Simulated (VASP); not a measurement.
Consider the following.

```
CaS
1.0
    0.00000     2.85860     2.85860
    2.85860     0.00000     2.85860
    2.85860     2.85860     0.00000
Ca S
1 1
Direct
  0.00000   0.00000   0.00000
  0.50000   0.50000   0.50000
```

All values below come from PBE GGA, VASP's PBE PAW potentials (set 64) (plane waves; VASP 6.6.1). Numerical set-up: 400 eV cut-off, Gaussian smearing of 0.050 eV, potentials Ca_sv S.

Question: Give the energies of bands 6 to 11 at the high-symmetry points, in eV from the valence-band maximum.

Answer: 
```
band     Γ      X      U      L      W
----  ----  -----  -----  -----  -----
6     0.00  -2.25  -2.01  -3.05  -1.76
7     0.00  -0.80  -1.84  -1.13  -1.76
8     0.00  -0.80  -1.01  -1.13  -1.53
9     4.07   2.38   3.68   5.20   4.81
10    4.17   5.58   6.26   6.02   4.81
11    4.17   5.96   6.38   6.16   5.96
```

The gap is indirect, 2.38 eV, from the valence maximum at Γ to the conduction minimum at X.

Measured: gap 4.43 eV (computed value off by -2.05 eV), as given by David Waroquiers et al., Physical Review B (2013), arXiv:1302.6756.

The compound is CaS in the rock salt structure. It was relaxed first.
